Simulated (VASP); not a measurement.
## FeO (Wuestite): cell size against the level of theory

Aim: relax FeO (Wuestite) at several levels and hold each cell against experiment. The levels: PBE, LDA, r2SCAN and PBE + D3(BJ). LASPH is on for some levels and off for others; the table marks which. The start is a cell from a database of measured crystal structures.

Program: VASP 6.6.1. Level of theory: PBE, spin-polarised from a ferromagnetic start (one magnetic atom a cell); plane waves and PAW (Fe, O), in the first sound run; inputs show where later runs differ. Results are calculated unless marked as measured.

## (1) The starting structure

Before any relaxation, the start is as follows. Symmetry: Fm-3m, No. 225, cubic system. The conventional cell has a = 4.326 Å, b = 4.326 Å, c = 4.326 Å, α = 90.00°, β = 90.00°, γ = 90.00°. Nearest to Fe lie 6 O at 2.16 Å. Nearest to O lie 6 Fe at 2.16 Å. Farther neighbours and most contacts between anions are not listed.

## (2) Relaxation with PBE

The start need not lie at this functional's minimum. ISIF = 3 frees volume, shape and positions, and EDIFFG sets the threshold on forces and stress at which the search stops. PBE, the usual starting point, adds the gradient of the density.

Input file INCAR:

```
SYSTEM = FeO
PREC = Accurate
ENCUT = 560
EDIFF = 1E-06
NELM = 100
ISMEAR = -1
SIGMA = 0.05
LREAL = .FALSE.
ALGO = Normal
GGA = PE
NBANDS = 14
ISPIN = 2
MAGMOM = 3 0
LMAXMIX = 4
LORBIT = 11
LWAVE = .FALSE.
LCHARG = .FALSE.
KPAR = 2
IBRION = 2
NSW = 60
ISIF = 3
EDIFFG = -0.01
```

Input file POSCAR:

```
FeO
1.0
    0.0000000000      2.1630000000      2.1630000000
    2.1630000000      0.0000000000      2.1630000000
    2.1630000000      2.1630000000      0.0000000000
Fe O
1 1
Direct
    0.0000000000      0.0000000000      0.0000000000
    0.5000000000      0.5000000000      0.5000000000
```

Input file KPOINTS:

```
Automatic mesh
0
Gamma
8 8 8
0 0 0
```

The projector-augmented-wave data sets are Fe and O (PBE family, release 64).

Launch:

```sh
mpirun -np 2 vasp_std
```

The log of the run:

```text
[banner, memory and clock lines left out]
running    2 mpi-ranks, on    1 nodes
 distrk:  each k-point on    1 cores,    2 groups
 distr:  one band on    1 cores,    1 groups

 POSCAR found type information on POSCAR FeO
 POSCAR found :  2 types and       2 ions
 LDA part: xc-table for (Slater+PW92), standard interpolation
 POSCAR, INCAR and KPOINTS ok, starting setup
 FFT: planning ... GRIDC
 FFT: planning ... GRID_SOFT
 FFT: planning ... GRID
 WAVECAR not read
 entering main loop
       N       E                     dE             d eps       ncg     rms          rms(c)
DAV:   1     0.758707513978E+02    0.75871E+02   -0.72559E+03  1728   0.120E+03
DAV:   2    -0.121102853185E+02   -0.87981E+02   -0.76264E+02  1798   0.246E+02
DAV:   3    -0.173248819212E+02   -0.52146E+01   -0.50815E+01  1786   0.673E+01
DAV:   4    -0.173738883985E+02   -0.49006E-01   -0.48985E-01  1840   0.642E+00
DAV:   5    -0.173744012604E+02   -0.51286E-03   -0.51286E-03  1780   0.688E-01    0.175E+01
DAV:   6    -0.155788707619E+02    0.17955E+01   -0.19678E+01  1980   0.717E+01    0.198E+01
DAV:   7    -0.149610264026E+02    0.61784E+00   -0.35408E+00  1932   0.424E+01    0.928E+00
DAV:   8    -0.149533095428E+02    0.77169E-02   -0.21436E-01  1926   0.533E+00    0.528E+00
DAV:   9    -0.149360083948E+02    0.17301E-01   -0.81353E-02  2580   0.524E+00    0.103E+00
DAV:  10    -0.149330135204E+02    0.29949E-02   -0.20887E-02  2224   0.336E+00    0.152E-01
DAV:  11    -0.149331786132E+02   -0.16509E-03   -0.28919E-03  2106   0.605E-01    0.638E-02
DAV:  12    -0.149331927912E+02   -0.14178E-04   -0.52673E-05  1926   0.817E-02    0.432E-02
DAV:  13    -0.149332060825E+02   -0.13291E-04   -0.30870E-05  2130   0.759E-02    0.168E-02
DAV:  14    -0.149332084944E+02   -0.24118E-05   -0.36694E-06  1696   0.210E-02    0.675E-03
DAV:  15    -0.149332081967E+02    0.29771E-06   -0.32054E-07   872   0.699E-03
   1 F= -.14933208E+02 E0= -.14926328E+02  d E =-.149332E+02  mag=     4.0014
 curvature:   0.00 expect dE= 0.000E+00 dE for cont linesearch  0.000E+00
 trial: gam= 0.00000 g(F)=  0.142E-59 g(S)=  0.476E-02 ort = 0.000E+00 (trialstep = 0.100E+01)
 search vector abs. value=  0.476E-02
 bond charge predicted
       N       E                     dE             d eps       ncg     rms          rms(c)
DAV:   1    -0.149641053134E+02   -0.30897E-01   -0.57697E-01  1702   0.117E+01    0.144E+00
DAV:   2    -0.149348946774E+02    0.29211E-01   -0.53880E-02  1876   0.311E+00    0.930E-01
DAV:   3    -0.149343891471E+02    0.50553E-03   -0.47663E-03  1858   0.127E+00    0.511E-01
DAV:   4    -0.149340837982E+02    0.30535E-03   -0.28234E-04  1896   0.258E-01    0.209E-01
DAV:   5    -0.149339053646E+02    0.17843E-03   -0.12455E-04  1782   0.141E-01    0.418E-02
DAV:   6    -0.149339134149E+02   -0.80503E-05   -0.83005E-06  2176   0.536E-02    0.123E-02
DAV:   7    -0.149339135913E+02   -0.17642E-06   -0.10788E-06   972   0.118E-02
   2 F= -.14933914E+02 E0= -.14927198E+02  d E =-.705395E-03  mag=     4.0001
 trial-energy change:   -0.000705  1 .order   -0.000746   -0.004758    0.003265
 step:   0.5856(harm=  0.5930)  dis= 0.00000  next Energy=   -14.934593 (dE=-0.138E-02)
 bond charge predicted
       N       E                     dE             d eps       ncg     rms          rms(c)
DAV:   1    -0.149397803503E+02   -0.58669E-02   -0.99966E-02  1690   0.488E+00    0.596E-01
DAV:   2    -0.149347652589E+02    0.50151E-02   -0.93390E-03  1882   0.128E+00    0.385E-01
DAV:   3    -0.149346732610E+02    0.91998E-04   -0.86551E-04  1926   0.565E-01    0.212E-01
DAV:   4    -0.149346174626E+02    0.55798E-04   -0.54886E-05  1924   0.117E-01    0.892E-02
DAV:   5    -0.149345849339E+02    0.32529E-04   -0.19992E-05  1788   0.551E-02    0.190E-02
DAV:   6    -0.149345872713E+02   -0.23374E-05   -0.12159E-06  1100   0.207E-02    0.572E-03
DAV:   7    -0.149345873726E+02   -0.10128E-06   -0.47416E-07   848   0.989E-03
   3 F= -.14934587E+02 E0= -.14927804E+02  d E =-.137918E-02  mag=     4.0005
 curvature:  -0.30 expect dE=-0.606E-08 dE for cont linesearch -0.606E-08
 trial: gam= 0.00000 g(F)=  0.246E-59 g(S)=  0.204E-07 ort =-0.986E-05 (trialstep = 0.917E+00)
 search vector abs. value=  0.205E-07
 reached required accuracy - stopping structural energy minimisation
```

The job ended after 32 s (2 MPI ranks of AMD EPYC 7R43, shared host; peak memory 0.25 GiB).

The logs omit lines about the potential files and the build; timing stands in the text.

OUTCAR, selected parts (step 2):

```text
ion  position               nearest neighbor table
   1  0.000  0.000  0.000-   2 2.16   2 2.16   2 2.16   2 2.16   2 2.16   2 2.16
   2  0.500  0.500  0.500-   1 2.16   1 2.16   1 2.16   1 2.16   1 2.16   1 2.16

  LATTYP: Found a face centered cubic cell.
 ALAT       =     4.3260000000

 Subroutine GETGRP returns: Found 48 space group operations
 (whereof 48 operations were pure point group operations)

The static configuration has the point symmetry O_h .

 Found     29 irreducible k-points:

   k-points           NKPTS =     29   k-points in BZ     NKDIM =     29   number of bands    NBANDS=     14

   dimension x,y,z NGX =    24 NGY =   24 NGZ =   24
   dimension x,y,z NGXF=    48 NGYF=   48 NGZF=   48

   ENCUT  =  560.0 eV  41.16 Ry    6.42 a.u.   5.90  5.90  5.90*2*pi/ulx,y,z

   NELECT =      14.0000    total number of electrons

 k-points in reciprocal lattice and weights: Automatic mesh
   0.00000000  0.00000000  0.00000000       0.002
   0.12500000  0.00000000  0.00000000       0.016
   0.25000000  0.00000000  0.00000000       0.016
   0.37500000  0.00000000  0.00000000       0.016
   0.50000000  0.00000000  0.00000000       0.008
   0.12500000  0.12500000  0.00000000       0.012
   0.25000000  0.12500000  0.00000000       0.047
   0.37500000  0.12500000  0.00000000       0.047
   0.50000000  0.12500000  0.00000000       0.047
[...]
-0.37500000  0.50000000  0.12500000       0.023
  -0.25000000  0.50000000  0.25000000       0.012

 average (electrostatic) potential at core
       1 -44.1698       2 -70.2972

 E-fermi :   6.2130

 spin component 1
 k-point     1 :       0.0000    0.0000    0.0000
  band No.  band energies     occupation
    ...
      5       2.4105      1.00000
      6       2.4105      1.00000
      7       2.4105      1.00000
      8       2.5414      1.00000
      9       2.5414      1.00000
     10       6.2971      0.15680
     11      21.6734      0.00000
     12      23.2345      0.00000
     13      23.2345      0.00000
     14      23.2345      0.00000

 k-point     2 :       0.1250    0.0000    0.0000
  band No.  band energies     occupation
    ...
      5       2.4483      1.00000
      6       2.4483      1.00000
      7       2.7890      1.00000
      8       3.6817      1.00000
      9       3.6817      1.00000
     10       7.2966      0.00000
     11      19.4815      0.00000
     12      22.6841      0.00000
     13      22.6841      0.00000
     14      24.1036      0.00000

 k-point     3 :       0.2500    0.0000    0.0000
  band No.  band energies     occupation
    ...
      5       2.7182      1.00000
      6       2.7182      1.00000
      7       3.1050      1.00000
      8       4.7843      1.00000
      9       4.7843      1.00000
     10       8.9695      0.00000
     11      16.8008      0.00000
     12      20.9338      0.00000
     13      20.9338      0.00000
     14      24.6476      0.00000

 k-point     4 :       0.3750    0.0000    0.0000
  band No.  band energies     occupation
    ...
      5       3.0020      1.00000
      6       3.0020      1.00000
      7       3.4900      1.00000
      8       5.5808      1.00000
      9       5.5808      1.00000
     10      10.0715      0.00000
     11      15.1040      0.00000
     12      19.3592      0.00000
     13      19.3593      0.00000
     14      25.2493      0.00000

 k-point     5 :       0.5000    0.0000    0.0000
  band No.  band energies     occupation
    ...
      5       3.1239      1.00000
      6       3.1239      1.00000
      7       3.6917      1.00000
      8       5.8780      0.99877
      9       5.8780      0.99877
     10      10.2940      0.00000
     11      14.6771      0.00000
     12      18.7595      0.00000
     13      18.7595      0.00000
     14      25.6770      0.00000

 k-point     6 :       0.1250    0.1250    0.0000
  band No.  band energies     occupation
    ...
      5       2.1770      1.00000
      6       2.5971      1.00000
      7       3.1286      1.00000
      8       3.1286      1.00000
      9       3.6755      1.00000
     10       7.7266      0.00000
     11      19.7116      0.00000
     12      22.0051      0.00000
     13      22.0051      0.00000
     14      22.6973      0.00000

  Total        0.0005313      0.0005313      0.0005313      0.0000000      0.0000000      0.0000000
  in kB        0.0425196      0.0425196      0.0425196      0.0000000      0.0000000      0.0000000
  external PRESSURE =       0.0425196 kB  Pullay stress =       0.0000000 kB

  energy-cutoff  :      560.00
  volume of cell :       20.02
      direct lattice vectors                 reciprocal lattice vectors
     0.000000000  2.155165899  2.155165899    -0.232000701  0.232000701  0.232000701
     2.155165899  0.000000000  2.155165899     0.232000701 -0.232000701  0.232000701
     2.155165899  2.155165899  0.000000000     0.232000701  0.232000701 -0.232000701

 POSITION                                       TOTAL-FORCE (eV/Angst)
 -----------------------------------------------------------------------------------
      0.00000      0.00000      0.00000        -0.000000      0.000000      0.000000
      2.15517      2.15517      2.15517         0.000000     -0.000000     -0.000000
 -----------------------------------------------------------------------------------
    total drift:                                0.000000     -0.000000      0.000000

  FREE ENERGIE OF THE ION-ELECTRON SYSTEM (eV)
  ---------------------------------------------------
  free  energy   TOTEN  =       -14.9345873726 eV

  energy  without entropy=      -14.9210215840  energy(sigma->0) =      -14.92780448

 reached required accuracy - stopping structural energy minimisation

 total charge
# of ion       s       p       d       tot
------------------------------------------
    1        0.288   0.359   6.086   6.732
    2        1.554   3.439   0.000   4.993
--------------------------------------------------
tot          1.841   3.797   6.086  11.725

 magnetization (x)
# of ion       s       p       d       tot
------------------------------------------
    1        0.027   0.021   3.571   3.620
    2        0.030   0.271   0.000   0.301
--------------------------------------------------
tot          0.057   0.292   3.571   3.920

[... 6 further parts left out ...]
```

CONTCAR:

```
FeO
   1.00000000000000
     0.0000000000000000    2.1551658985233710    2.1551658985233710
     2.1551658985233710    0.0000000000000000    2.1551658985233710
     2.1551658985233710    2.1551658985233710    0.0000000000000000
  Fe              O
     1     1
Direct
     0.0000000000000000    0.0000000000000000    0.0000000000000000
     0.5000000000000000    0.5000000000000000    0.5000000000000000
```

The cell holds one magnetic atom, so no antiferromagnetic order fits into it. The k-mesh is coarse for a metal. LASPH is off, so gradient terms of the non-spherical density inside the spheres are left out; for open d or f shells this can shift gaps and moments. Oxides and halides of Fe are often magnetic insulators, and a metal at this level, without U or exact exchange, may be an artefact. The run keeps the 48 symmetry operations of its start, so it cannot find a distortion of lower symmetry.

Step by step:

```csv
step,energy less that of the first step (eV),largest force (eV/Å),pressure (GPa),volume (Å³)
1,0.0000,0.0000,-2.03,20.24
2,-0.0007,0.0000,1.42,19.87
3,-0.0014,0.0000,0.00,20.02
```

```csv
"conventional cell, symmetrised",before,after,change
a (Å),4.326,4.310,-0.4 %
b (Å),4.326,4.310,-0.4 %
c (Å),4.326,4.310,-0.4 %
volume (Å³/atom),10.12,10.01,-1.1 %
```

Final coordinates:

```xyz
2
Lattice="0.0000 2.1552 2.1552 2.1552 0.0000 2.1552 2.1552 2.1552 0.0000" Properties=species:S:1:pos:R:3 pbc="T T T"
Fe    0.0000    0.0000    0.0000
O     2.1552    2.1552    2.1552
```

Numbers from this step:

- electrons: 14
- bands: 14
- irreducible k-points: 29
- symmetry operations: 48
- free energy (TOTEN): -14.93 eV
- energy at zero smearing: -14.93 eV
- Fermi energy: 6.213 eV
- pressure: 0.004252 GPa
- moment of the cell, from the last line of the log: 4.000 μB
- metallic: yes
- SCF cycles over all ionic steps: 29

Spin moment in the PAW sphere by atom:

```csv
atom,spin moment in the PAW sphere (μB)
Fe1,3.62
O2,0.30
```

It ends with forces that vanish by symmetry and a pressure of 0.00 GPa. The volume lies -1.1 % from that of the database's start, which holds the thermal and zero-point expansion of its experiment. The conventional cell has a = 4.310 Å. Against its usual tendency, PBE gives a cell smaller than the listed one.

[end of part 1 of 3]

[Lines on the potential files, build, host, timing and source positions are cut from VASP's logs without a mark.]

[Logs are printed without paths, hosts, clocks, repeated set-up lines and the standing remarks that a program may print on its own settings, such as how far it seeks lower states.]

[Hosts, paths, dates, database ids (printed as entryN), source tags and the programs' standing remarks are cut or masked in the printed files.]

[A measured line is paired with the nearest computed mode of its activity, which favours agreement.]
